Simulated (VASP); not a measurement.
# Sc: how cutoff and mesh change the relaxed cell, part 2 of 2

Aim: test the relaxed volume of Sc against cutoff and mesh. The starting structure is a measured crystal structure from the Crystallography Open Database. The first relaxation on each setting starts from this cell expanded by 3 % in volume.

VASP 6.6.1.

Results so far: reference 23.63 Å³ an atom; a cutoff of 220 eV 22.67 Å³ an atom; a 9×9×5 mesh 23.66 Å³ an atom.

### 5. Relaxation with a cutoff of 600 eV

Level of this step: PBEsol; plane waves and PAW (Sc_sv) (VASP).

Against step 2 the input has ENCUT = 600. This run starts from the cell of an earlier relaxation, which isn't shown; the restart sets up the plane waves anew.

File INCAR:

```
SYSTEM = Sc
PREC = Accurate
ENCUT = 600
EDIFF = 1E-06
NELM = 100
ISMEAR = 1
SIGMA = 0.15
LREAL = .FALSE.
ALGO = Normal
GGA = PS
NBANDS = 17
LORBIT = 11
LWAVE = .FALSE.
LCHARG = .FALSE.
KPAR = 4
IBRION = 2
NSW = 50
ISIF = 3
EDIFFG = -0.004
```

File POSCAR:

```
Sc
1.0
    3.2792481243      0.0000000000      0.0000000000
   -1.6396240621      2.8399121810      0.0000000000
    0.0000000000      0.0000000000      5.0809365210
Sc
2
Direct
    0.6666666667      0.3333333333      0.7500000000
    0.3333333333      0.6666666667      0.2500000000
```

File KPOINTS:

```
Automatic mesh
0
Gamma
16 16 8
0 0 0
```

Potentials, in the order of the species: Sc_sv (PBE family, release 64).

Launch:

```bash
> mpirun -np 4 vasp_std
```

Output:

```text
[... set-up lines as in an earlier step ...]
 entering main loop
       N       E                     dE             d eps       ncg     rms          rms(c)
DAV:   1     0.383430756724E+03    0.38343E+03   -0.11874E+04  5108   0.155E+03
DAV:   2     0.887727028134E+01   -0.37455E+03   -0.36730E+03  6436   0.575E+02
DAV:   3    -0.142099440591E+02   -0.23087E+02   -0.22349E+02  8480   0.174E+02
DAV:   4    -0.146924423430E+02   -0.48250E+00   -0.47509E+00  7295   0.220E+01
[...]
DAV:  11    -0.132119560567E+02    0.24661E-05   -0.24273E-06  5916   0.203E-02    0.196E-03
DAV:  12    -0.132119573404E+02   -0.12837E-05   -0.45072E-07  4483   0.120E-02    0.954E-04
DAV:  13    -0.132119571603E+02    0.18007E-06   -0.11046E-07  3846   0.644E-03
   1 F= -.13211957E+02 E0= -.13211625E+02  d E =-.132120E+02
[...]
N       E                     dE             d eps       ncg     rms          rms(c)
DAV:   1    -0.132120784403E+02   -0.12110E-03   -0.35301E-03  6842   0.839E-01    0.752E-02
DAV:   2    -0.132119676855E+02    0.11075E-03   -0.32556E-04  6712   0.222E-01    0.221E-02
DAV:   3    -0.132119585394E+02    0.91460E-05   -0.46716E-05  7597   0.817E-02    0.930E-03
DAV:   4    -0.132119587208E+02   -0.18133E-06   -0.17514E-06  4473   0.178E-02
   2 F= -.13211959E+02 E0= -.13211632E+02  d E =-.156045E-05
 trial-energy change:   -0.000002  1 .order   -0.000006   -0.000008   -0.000004
 step:   2.0085(harm=  2.0085)  dis= 0.00000  next Energy=   -13.211965 (dE=-0.799E-05)
 reached required accuracy - stopping structural energy minimisation
```

Elapsed: 30 s, on 4 MPI ranks of Intel Xeon Platinum 8488C (Sapphire Rapids), shared host; peak memory 1 GiB.

From OUTCAR (step 5):

```text
  Total       -0.0057080     -0.0057080     -0.0042745     -0.0000000      0.0000000      0.0000000
  in kB       -0.1934162     -0.1934162     -0.1448430     -0.0000000      0.0000000      0.0000000
  external PRESSURE =      -0.1772251 kB  Pullay stress =       0.0000000 kB

 POSITION                                       TOTAL-FORCE (eV/Angst)
 -----------------------------------------------------------------------------------
      1.63916      0.94637      3.81001        -0.000000      0.000000     -0.000000
     -0.00000      1.89274      1.27000         0.000000     -0.000000      0.000000
 -----------------------------------------------------------------------------------
    total drift:                               -0.000000      0.000000     -0.000000

  FREE ENERGIE OF THE ION-ELECTRON SYSTEM (eV)
  ---------------------------------------------------
  free  energy   TOTEN  =       -13.2119587208 eV

  energy  without entropy=      -13.2109792206  energy(sigma->0) =      -13.21163222

[... 2 parts as in an earlier step ...]

[... 2 further parts left out ...]
[key lines of the parts left out:]
E-fermi :   3.8169
```

With a cutoff of 600 eV the cell ends at 23.641 Å³ an atom, +0.05 % from the reference.

### 6. Relaxation with a 22×22×12 mesh

Against step 2 the input has a 22×22×12 mesh. This run starts from the cell of an earlier relaxation, which isn't shown; the restart sets up the plane waves anew.

INCAR: that of step 5 with these lines changed.

```diff
@@ -2,3 +2,3 @@
 PREC = Accurate
-ENCUT = 600
+ENCUT = 450
 EDIFF = 1E-06
```

File POSCAR:

```
Sc
1.0
    3.2785862935      0.0000000000      0.0000000000
   -1.6392931467      2.8393390187      0.0000000000
    0.0000000000      0.0000000000      5.0774321248
Sc
2
Direct
    0.6666666667      0.3333333333      0.7500000000
    0.3333333333      0.6666666667      0.2500000000
```

File KPOINTS:

```
Automatic mesh
0
Gamma
22 22 12
0 0 0
```

Launch:

```bash
> mpirun -np 4 vasp_std
```

Output:

```text
[... set-up lines as in an earlier step ...]
 entering main loop
       N       E                     dE             d eps       ncg     rms          rms(c)
DAV:   1     0.334579199904E+03    0.33458E+03   -0.10436E+04 12472   0.124E+03
DAV:   2     0.330461163821E+01   -0.33127E+03   -0.32576E+03 15512   0.569E+02
DAV:   3    -0.143980361587E+02   -0.17703E+02   -0.17121E+02 20508   0.152E+02
DAV:   4    -0.146914759718E+02   -0.29344E+00   -0.29152E+00 17895   0.181E+01
[...]
DAV:  11    -0.132102264571E+02    0.25800E-05   -0.20216E-06 13672   0.181E-02    0.183E-03
DAV:  12    -0.132102277538E+02   -0.12968E-05   -0.41186E-07 10935   0.113E-02    0.920E-04
DAV:  13    -0.132102275348E+02    0.21896E-06   -0.10662E-07  9339   0.562E-03
   1 F= -.13210228E+02 E0= -.13209990E+02  d E =-.132102E+02
[...]
N       E                     dE             d eps       ncg     rms          rms(c)
DAV:   1    -0.132102771627E+02   -0.49409E-04   -0.14932E-03 16994   0.583E-01    0.481E-02
DAV:   2    -0.132102319836E+02    0.45179E-04   -0.13528E-04 16378   0.142E-01    0.143E-02
DAV:   3    -0.132102281243E+02    0.38593E-05   -0.18677E-05 18858   0.514E-02    0.603E-03
DAV:   4    -0.132102281336E+02   -0.92364E-08   -0.60765E-07  8437   0.109E-02
   2 F= -.13210228E+02 E0= -.13209992E+02  d E =-.598706E-06
 trial-energy change:   -0.000001  1 .order   -0.000002   -0.000004   -0.000001
 step:   1.4981(harm=  1.4981)  dis= 0.00000  next Energy=   -13.210230 (dE=-0.264E-05)
 reached required accuracy - stopping structural energy minimisation
```

Run time: 27 s. Hardware: 4 MPI ranks; peak memory 1.2 GiB.

OUTCAR, selected parts (step 6):

```text
  Total       -0.0029124     -0.0029124     -0.0001089     -0.0000000      0.0000000      0.0000000
  in kB       -0.0987696     -0.0987696     -0.0036925     -0.0000000      0.0000000      0.0000000
  external PRESSURE =      -0.0670772 kB  Pullay stress =       0.0000000 kB

 POSITION                                       TOTAL-FORCE (eV/Angst)
 -----------------------------------------------------------------------------------
      1.63897      0.94626      3.80780         0.000000      0.000000     -0.000000
     -0.00000      1.89251      1.26927        -0.000000     -0.000000      0.000000
 -----------------------------------------------------------------------------------
    total drift:                               -0.000000      0.000000     -0.000000

  FREE ENERGIE OF THE ION-ELECTRON SYSTEM (eV)
  ---------------------------------------------------
  free  energy   TOTEN  =       -13.2102281336 eV

  energy  without entropy=      -13.2095205169  energy(sigma->0) =      -13.20999226

[... 1 part as in an earlier step ...]

[... 3 further parts left out ...]
[key lines of the parts left out:]
E-fermi :   3.8231
```

With a 22×22×12 mesh the cell ends at 23.622 Å³ an atom, -0.03 % from the reference.

### 7. The runs compared

| run | volume (Å³/atom) | change (%) | pressure left (GPa) | core minutes |
| --- | --- | --- | --- | --- |
| reference | 23.629 | - | -0.02 | 6.21 |
| a cutoff of 220 eV | 22.672 | -4.05 | -0.02 | 2.68 |
| a 9×9×5 mesh | 23.663 | 0.14 | -0.03 | 1.6 |
| a cutoff of 600 eV | 23.641 | 0.05 | -0.02 | 11.1 |
| a 22×22×12 mesh | 23.622 | -0.03 | -0.01 | 9.6 |

Core minutes are wall time times ranks, summed over the relaxations behind a row (those for a bulk modulus apart), on shared hosts.

### 8. What came out

```json
{
 "volume of the reference": "23.63 Å³/atom",
 "volume against the reference, a cutoff of 220 eV": "-4.05 %",
 "volume against the reference, a 9×9×5 mesh": "+0.14 %",
 "volume against the reference, a cutoff of 600 eV": "+0.05 %",
 "volume against the reference, a 22×22×12 mesh": "-0.03 %"
}
```

**Reading.** The volume moves most with a cutoff of 220 eV: -4.05 % against the reference (450 eV, 16×16×8 mesh). On finer settings it changes by +0.05 % with a cutoff of 600 eV and -0.03 % with a 22×22×12 mesh. The relaxations stop with up to 0.03 GPa left, which at a bulk modulus of 50 GPa, to name a scale, is 0.05 % of the volume, and more along a soft axis. That understates it: a restart alone still moved the volume by up to 2.2 %. A cell that shrinks at the lower cutoff is the usual mark of Pulay stress, the error that a plane-wave basis makes when it is kept while the volume changes. Further runs on this material are not shown.

[Lines on the potential files, build, host, timing and source positions are cut from VASP's logs without a mark.]

[Logs are printed without paths, hosts, clocks, repeated set-up lines and the standing remarks that a program may print on its own settings, such as how far it seeks lower states.]

[Hosts, paths, dates, database ids (printed as entryN), source tags and the programs' standing remarks are cut or masked in the printed files.]
